The relaxation at 200 eV makes the tantalum cell smaller, while the other four relaxations, which begin from the same cell, make it larger. Its volume change is −0.45 %, against +1.55 % at 700 eV. The crystal is body-centred cubic tantalum in the same metallic state in each run, and the functional is PBE throughout. What differs in substance is the wave cutoff, the highest kinetic energy of the plane waves from which the electronic wavefunctions are built.

VASP 6.6.1 calculations with PBE and the Ta_pv PAW potential, relaxing the one-atom primitive cell of body-centred cubic tantalum without spin polarisation or spin–orbit coupling. All runs use an 18 × 18 × 18 k-point mesh and Gaussian smearing of 0.1 eV. Changes in volume and energy are counted from the starting cell at the same cutoff.

| wave cutoff | volume change (%) | relaxed length a (Å) | energy drop per atom (meV) |
| --- | --- | --- | --- |
| 200 eV | -0.450 | 2.85580 | 0.300 |
| 350 eV | 1.410 | 2.87350 | 2.200 |
| 520 eV | 1.550 | 2.87480 | 2.600 |
| 600 eV | 1.560 | 2.87490 | 2.600 |
| 700 eV | 1.550 | 2.87480 | 2.700 |

The relaxed volumes at 200 and 700 eV differ by 2.0 % of the starting volume, which is a large error to come from the basis alone. The relaxed lengths in the table are primitive vectors, from a corner of the cube to its centre, so the cubic edge is 2/√3 times as long. It comes out at 3.298 Å with the low cutoff and 3.320 Å with the high one. From 520 eV upwards the volume changes by only about 0.01 %, so these three rows serve as the settled answer of this functional.

**A run that looks healthy**

The one warning inside the 200 eV run is in its settings: the cutoff is lower than the value recommended for this tantalum potential, Ta_pv. The results themselves do not give the error away. The final pressure is only 0.003 GPa, which taken alone suggests that the cell has found its equilibrium size. The energy is also lower at the end than at the start, as it should be. The changes in volume and energy are even the smallest in the table, so a reader who saw this row alone would conclude that the starting cell had been almost perfect.

The usual convergence test on the total energy is no better as a guard. In the common starting cell, before any relaxation, the energy at 200 eV lies 0.7 meV per atom above that at 600 eV. At 350 eV the gap is 1.7 meV. Judged by this energy, the lowest cutoff would pass a 1 meV criterion and the better one would fail it. The energies of the relaxed cells do put 200 eV highest, 3.0 meV above 600 eV against about 2 meV for 350 eV, but that small step gives no hint of how much larger the volume error is. Judged by volume, the order is reversed: 350 eV falls short of the settled value by only 0.14 % of the starting volume.

The failure is therefore recognised by comparing relaxed volumes between cutoffs. The change of sign, from expansion to contraction, is easy to spot, but it appears only because the starting volume happens to lie between the two answers. From another starting cell both runs could move the same way, and the gap between their final volumes would still reveal the error.

**Why a poor basis pulls the cell inwards**

The cause is a well-known effect called Pulay stress. During a cell relaxation the program keeps the set of plane waves with which it started. When the cell shrinks, these waves are squeezed with it: their wavelengths become shorter and their kinetic energies rise. The same number of waves then reaches up to a higher cutoff, which grows as V^(−2/3), where V is the volume. A volume smaller by 1 % thus acts like a cutoff higher by about 0.67 %.

With a complete basis this would make no difference, because the added sharpness would not be needed. With an incomplete one, any rise in the effective cutoff describes the electrons better and lowers the energy. The calculation therefore gains energy by shrinking the cell, for a reason that has nothing to do with the bonding in tantalum. The computed stress contains this gain as an inward pull, and the relaxation follows it until the elastic resistance of the crystal balances it. The reported pressure is then zero because two large contributions cancel.

This argument gives the direction of the error for a neighbouring case as well: too low a cutoff makes the relaxed cell too small. The size depends on two things, namely how steeply the energy per unit of volume still falls with the cutoff and how stiff the solid is. For the same pull, a softer crystal shrinks more.

**How large the hidden pressure is**

The stiffness can be taken from the table itself. Near its minimum the energy of a crystal is a parabola in the volume, so a relaxation that changes the volume by ΔV should lower the energy by ½BV(ΔV/V)², where B is the bulk modulus, the resistance to uniform compression. This formula, with B as its one adjustable constant, was fitted to the energy drop per atom in the three settled rows and gives B ≈ 194 GPa. Those rows have almost the same volume, so they fix the constant but hardly test the parabola.

The test comes from the two rows outside the fit. For 350 eV the formula gives the tabulated drop of 2.2 meV. For 200 eV it gives 0.22 meV, while the energies of the run itself, read with one more digit than the table prints, give 0.27 meV. The estimate is thus too low by about a fifth, and the steps of the runs point to the reason. The first trial step of such a relaxation is proportional to the starting stress, so it overshoots the minimum further on a stiffer curve. At 200 eV it ends 2.15 meV above the final energy, against 0.27 meV for the start, which on a parabola makes it about 3.8 times as long as the step needed. At 600 eV the same reading (12.91 against 2.63 meV) gives 3.2. The curve the 200 eV run follows is thus roughly a fifth stiffer. That is the expected direction: a compressed crystal is stiffer, and the inward pull weakens as the shrinking cell raises the effective cutoff. Together with the small final pressure, the rough agreement fits a run that did reach a minimum of the energy in its own fixed set of plane waves, though one that lies in the wrong place.

The real pressure in the contracted cell now follows in one step. The cell is too small by 2.0 %, so a complete basis would report about 194 GPa × 0.020 ≈ 3.9 GPa of compression. The run reports roughly a thousandth of that. If Pulay stress is the cause, the incomplete basis must supply an inward pull of nearly 4 GPa to hide it. This value is inferred from the missing volume, so it measures the size of the effect and does not independently prove its origin.

The same parabola shows what the 200 eV run did in terms of energy. Each squared per cent of distance from the minimum costs 1.09 meV per atom. The start lies 1.55 % from the settled volume and the end lies 2.00 % from it, which makes the end higher by 1.09 × (2.00² − 1.55²) ≈ 1.7 meV. On the settled curve the run has gone uphill, while its own energies record a descent.

**Why the total energy keeps quiet**

A pull of this strength requires an energy that still depends steeply on the basis. Turned round, the estimate above asks for a fall of several meV per atom for each 1 % by which the cutoff is raised near 200 eV. The printed energies show no such slope. In the unchanged starting cell they even rise by 1.0 meV between 200 and 350 eV, although adding plane waves to an otherwise identical problem can only lower a purely variational energy.

The rise is a sign that the printed total contains something besides the energy of the electrons in the given basis. VASP is known to estimate the kinetic-energy error that the same cutoff causes in the free atom, and to add it to the atomic reference energy. Most of the basis error of the solid sits close to the nuclei and resembles that of the atom, so it largely cancels from the total. The correction is a constant during a relaxation, however, and a constant exerts no force on the cell. The energy is repaired and the stress is not. The outputs used here do not include the correction as a separate number, so this part of the explanation rests on how the program works and on the odd rise at 350 eV.

The practical consequence is that the printed energies cannot be used to estimate the Pulay stress. Fed into the standard formula, their change between 200 and 350 eV gives about 0.01 GPa, and with the sign of an expansion. The analysis printed below sets this beside the pressures inferred from the volumes.

**How fast the error fades**

The row at 350 eV shows the same fault in a mild form. Its volume shortfall corresponds to a hidden pressure of about 0.27 GPa, more than ten times less than at 200 eV. The reported pressure of 0.012 GPa would account for only 0.006 % of the volume, so an unfinished relaxation does not explain the remaining gap. The rapid fading is what theory leads one to expect, because smooth pseudopotential wavefunctions contain less and less of the very short waves that a higher cutoff adds.

For work on this crystal the choice depends on what the cell is for. At 350 eV the cubic edge is already within 0.05 % of its value at 700 eV, which is ample for many purposes, and 520 eV removes nearly all of the rest. Restarting the 200 eV run from its final cell should not help, since the new set of waves, cut again at 200 eV in the smaller cell, would be slightly smaller than the one the run ended with and would pull at least as hard. A fit to energies of several fixed volumes, each computed at the same cutoff, is expected to suffer much less, because the atom-like part of the basis error then hardly changes with volume. The safe rule is to repeat the relaxation at a clearly higher cutoff and to accept the cell only when its volume stays put, however good the pressure and the total energy look.

Output of the analysis:

```
fit of energy_drop_per_atom on 3 rows (ecut > 500): coefficient of sq 1.091 +/- 0.017; rms 0.0569, worst 700 eV -0.0782, leave-one-out rms 0.0853
  rows outside the fit (model, value, miss): 200 eV 0.221, 0.3, -0.079; 350 eV 2.17, 2.2, -0.0304
stiffness (bulk modulus) from the settled rows, GPa: 194.2
hidden error of each relaxed cell:
     row  cubic edge (A)  volume less 700 eV value (% of start)  inferred real pressure (GPa)  reported pressure (GPa)  volume worth of reported pressure (%)  energy change from start on settled curve (meV)
  200 eV           3.298                                     -2                         3.883                 0.003208                               0.001652                                            1.743
  350 eV           3.318                                  -0.14                        0.2718                  0.01165                               0.006001                                             -2.6
  520 eV            3.32                                      0                             0                 -0.02088                               -0.01075                                           -2.622
  600 eV            3.32                                   0.01                      -0.01942                 -0.02652                               -0.01366                                           -2.622
  700 eV            3.32                                      0                             0                 0.008215                               0.004231                                           -2.622
cubic edge at 200 eV less that at 700 eV, A: -0.02194
cubic edge at 700 eV against the start, %: 0.5127
inferred pressure at 200 eV over that at 350 eV, ratio: 14.29
energy drop at 200 eV from the unrounded steps, meV: 0.27
same starting cell, energy at 200 eV less 600 eV, meV: 0.66
same starting cell, energy at 350 eV less 600 eV, meV: 1.66
same starting cell, energy at 350 eV less 200 eV, meV: 1
Pulay pressure from printed energies 200 to 350 eV, GPa: 0.0106
energy fall per 1% higher cutoff needed at 200 eV, meV: 6.548
```
